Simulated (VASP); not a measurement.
All values below come from r2SCAN meta-GGA, VASP's PBE PAW potentials (set 64) (plane waves; VASP).

The input files of a VASP run:

### KPOINTS
```
Automatic
0
G
 6 6 6
```

**KPOINTS_OPT**
```
k-points along high-symmetry lines
8
Line-mode
Reciprocal
  0.000000   0.000000   0.000000 ! GAMMA
 -0.500000  -0.500000  -0.500000 ! T

 -0.500000  -0.500000  -0.500000 ! T
 -0.235616  -0.764384  -0.500000 ! H_2

  0.235616  -0.500000  -0.235616 ! H_0
  0.000000  -0.500000   0.000000 ! L

  0.000000  -0.500000   0.000000 ! L
  0.000000   0.000000   0.000000 ! GAMMA

  0.000000   0.000000   0.000000 ! GAMMA
  0.367808  -0.367808   0.000000 ! S_0

  0.000000  -0.632192  -0.367808 ! S_2
  0.000000  -0.500000  -0.500000 ! F

  0.000000  -0.500000  -0.500000 ! F
  0.000000   0.000000   0.000000 ! GAMMA
```

### POSCAR
```
LiNbO3
1
    2.5672199915     1.4821855594     4.6296657574
   -2.5672199915     1.4821855594     4.6296657574
   -0.0000000000    -2.9643701196     4.6296657568
Li Nb O
2 2 6
Direct
  0.2810677629   0.2810677629   0.2810677629
  0.7810677629   0.7810677629   0.7810677629
  0.9991265319   0.9991265319   0.9991265319
  0.4991265319   0.4991265319   0.4991265319
  0.1065387135   0.3616725161   0.7186944756
  0.7186944756   0.1065387135   0.3616725161
  0.3616725161   0.7186944756   0.1065387135
  0.2186944756   0.8616725161   0.6065387135
  0.8616725161   0.6065387135   0.2186944756
  0.6065387135   0.2186944756   0.8616725161
```

INCAR:
```
ALGO = Normal
EDIFF = 1E-7
ENCUT = 520
ISIF = 2
ISMEAR = -5
LASPH = .TRUE.
LCHARG = .FALSE.
LEFG = .TRUE.
LMAXMIX = 4
LMIXTAU = .TRUE.
LORBIT = 11
LREAL = .FALSE.
LWAVE = .FALSE.
METAGGA = R2SCAN
NEDOS = 601
NELM = 100
PREC = Accurate
SYSTEM = LiNbO3
```

POTCAR, in this order: Li_sv Nb_sv O (PBE.64 set). Program: vasp_std.

What VASP printed:

File OSZICAR:
```
       N       E                     dE             d eps       ncg     rms          rms(c)
DAV:   1     0.721865536743E+03    0.72187E+03   -0.38396E+04  2560   0.184E+03
DAV:   2    -0.910098017361E+02   -0.81288E+03   -0.79671E+03  3512   0.639E+02
DAV:   3    -0.154751543799E+03   -0.63742E+02   -0.63440E+02  3816   0.163E+02
DAV:   4    -0.161044471032E+03   -0.62929E+01   -0.62856E+01  4672   0.451E+01
DAV:   5    -0.161400780986E+03   -0.35631E+00   -0.35627E+00  3856   0.771E+00    0.278E+01
DAV:   6    -0.123271992514E+03    0.38129E+02   -0.65229E+01  3848   0.584E+01    0.658E+00
DAV:   7    -0.116858985131E+03    0.64130E+01   -0.40809E+00  3056   0.124E+01    0.377E+00
DAV:   8    -0.124685296652E+03   -0.78263E+01   -0.28589E+00  2800   0.110E+01    0.185E+00
DAV:   9    -0.118081880172E+03    0.66034E+01   -0.15512E+00  2608   0.920E+00    0.481E-01
DAV:  10    -0.118594698811E+03   -0.51282E+00   -0.45917E-01  2944   0.435E+00    0.508E-01
DAV:  11    -0.118250515317E+03    0.34418E+00   -0.12237E-01  2800   0.297E+00    0.278E-01
DAV:  12    -0.118635103397E+03   -0.38459E+00   -0.17982E-01  2568   0.333E+00    0.167E-01
DAV:  13    -0.118644762366E+03   -0.96590E-02   -0.16648E-02  3744   0.967E-01    0.137E-01
DAV:  14    -0.118638714412E+03    0.60480E-02   -0.30364E-03  3096   0.427E-01    0.829E-02
DAV:  15    -0.118646511530E+03   -0.77971E-02   -0.21570E-03  2576   0.415E-01    0.491E-02
DAV:  16    -0.118647423024E+03   -0.91149E-03   -0.75100E-04  2696   0.239E-01    0.236E-02
DAV:  17    -0.118647479086E+03   -0.56062E-04   -0.10356E-04  3352   0.787E-02    0.214E-02
DAV:  18    -0.118647477378E+03    0.17076E-05   -0.19313E-05  3688   0.324E-02    0.141E-02
DAV:  19    -0.118647492402E+03   -0.15024E-04   -0.98448E-06  3064   0.245E-02    0.250E-03
DAV:  20    -0.118647493333E+03   -0.93085E-06   -0.13395E-06  3440   0.978E-03    0.174E-03
DAV:  21    -0.118647494708E+03   -0.13748E-05   -0.73577E-07  2640   0.644E-03    0.137E-03
DAV:  22    -0.118647494758E+03   -0.50771E-07   -0.11237E-07  1312   0.319E-03
   1 F= -.11864749E+03 E0= -.11864749E+03  d E =0.000000E+00
       N       E                     dE             ncg
       N       E                     dE             ncg
```

**OUTCAR**
```
------------------------ aborting loop because EDIFF is reached ----------------------------------------
  FORCE on cell =-STRESS in cart. coord.  units (eV):
  Direction    XX          YY          ZZ          XY          YZ          ZX
  --------------------------------------------------------------------------------------
  Total       -0.1536200     -0.1536201     -0.1772650      0.0000000     -0.0000000      0.0000000
  in kB       -2.3285846     -2.3285848     -2.6869963      0.0000000     -0.0000002      0.0000000
  external PRESSURE =      -2.4480552 kB  Pullay stress =       0.0000000 kB
  volume of cell :      105.70
      direct lattice vectors                 reciprocal lattice vectors
     2.567219992  1.482185559  4.629665757     0.194763208  0.112446585  0.071999430
    -2.567219992  1.482185559  4.629665757    -0.194763208  0.112446585  0.071999430
     0.000000000 -2.964370120  4.629665757     0.000000000 -0.224893170  0.071999454
 POSITION                                       TOTAL-FORCE (eV/Angst)
 -----------------------------------------------------------------------------------
      0.00000      0.00000      3.90375         0.000000      0.000000      0.005875
      0.00000      0.00000     10.84825         0.000000      0.000000      0.005875
      0.00000      0.00000     13.87687         0.000000     -0.000000     -0.001614
      0.00000      0.00000      6.93237         0.000000     -0.000000     -0.001614
     -0.65498     -1.43650      5.49498         0.008809      0.000128     -0.001420
      1.57154      0.15102      5.49498        -0.004515      0.007564     -0.001420
     -0.91655      1.28548      5.49498        -0.004293     -0.007693     -0.001420
     -1.65067     -0.19670      7.80981         0.004293     -0.007693     -0.001420
      0.65498      1.52787      7.80981        -0.008809      0.000128     -0.001420
      0.99568     -1.33117      7.80981         0.004515      0.007564     -0.001420
 -----------------------------------------------------------------------------------
    total drift:                                0.000000     -0.000012     -0.038753
  FREE ENERGIE OF THE ION-ELECTRON SYSTEM (eV)
  ---------------------------------------------------
  free  energy   TOTEN  =      -118.6474947583 eV

  energy  without entropy=     -118.6474947583  energy(sigma->0) =     -118.64749476

 total charge

# of ion       s       p       d       tot
------------------------------------------
    1        2.011   0.015   0.000   2.027
    2        2.011   0.015   0.000   2.027
    3        2.212   6.135   2.026  10.373
    4        2.212   6.135   2.026  10.373
    5        1.575   3.533   0.000   5.108
    6        1.575   3.533   0.000   5.108
    7        1.575   3.533   0.000   5.108
    8        1.575   3.533   0.000   5.108
    9        1.575   3.533   0.000   5.108
   10        1.575   3.533   0.000   5.108
--------------------------------------------------
tot         17.896  33.498   4.052  55.447

 Electric field gradients after diagonalization (V/A^2)
 (convention: |V_zz| > |V_xx| > |V_yy|)
----------------------------------------------------------------------
 ion       V_xx      V_yy      V_zz     asymmetry (V_yy - V_xx)/ V_zz
----------------------------------------------------------------------
   1      -0.102    -0.102     0.205       0.000
   2      -0.102    -0.102     0.205       0.000
   3     -16.335   -16.333    32.668       0.000
   4     -16.335   -16.333    32.668       0.000
   5     -18.795    -0.027    18.821       0.997
   6     -18.795    -0.027    18.821       0.997
   7     -18.795    -0.027    18.821       0.997
   8     -18.795    -0.027    18.821       0.997
   9     -18.795    -0.027    18.821       0.997
  10     -18.795    -0.027    18.821       0.997
```
(Selected blocks of OUTCAR.)

The structure comes from a measured LiNbO3 entry (R3c) of the Crystallography Open Database, whose conditions weren't checked. It was relaxed first.
